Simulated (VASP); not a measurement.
Here is the system:

```xyz
5
Lattice="5.6365 0.0000 0.0000 0.0000 5.6365 0.0000 0.0000 0.0000 5.6365" Properties=species:S:1:pos:R:3 pbc="T T T"
Cs     0.0000     0.0000     0.0000
Pb     2.8182     2.8182     2.8182
Cl     2.8182     0.0000     2.8182
Cl     0.0000     2.8182     2.8182
Cl     2.8182     2.8182     0.0000
```

Computed with vdW-DF-cx, VASP's PBE PAW potentials (set 64) (plane waves; VASP). Run with 520 eV cut-off, 5×5×5 Γ-centred mesh, tetrahedra with Blöchl corrections, potentials Cs_sv Pb_d Cl.

The cores are frozen, which limits the accuracy of field gradients.

Give the principal components of the electric field gradient (V/Å²) and the asymmetry η at each nucleus.

| atom | Vxx | Vyy | Vzz | η |
|---|---|---|---|---|
| Cs1 | 0.0 | 0.0 | 0.0 | - |
| Pb2 | 0.0 | 0.0 | 0.0 | - |
| Cl3 | -43.4 | -43.4 | 86.8 | 0.00 |
| Cl4 | -43.4 | -43.4 | 86.8 | 0.00 |
| Cl5 | -43.4 | -43.4 | 86.8 | 0.00 |

The compound is CsPbCl3 in the cubic perovskite structure, the ideal cubic form; the compound distorts at low or room temperature. It was relaxed first.
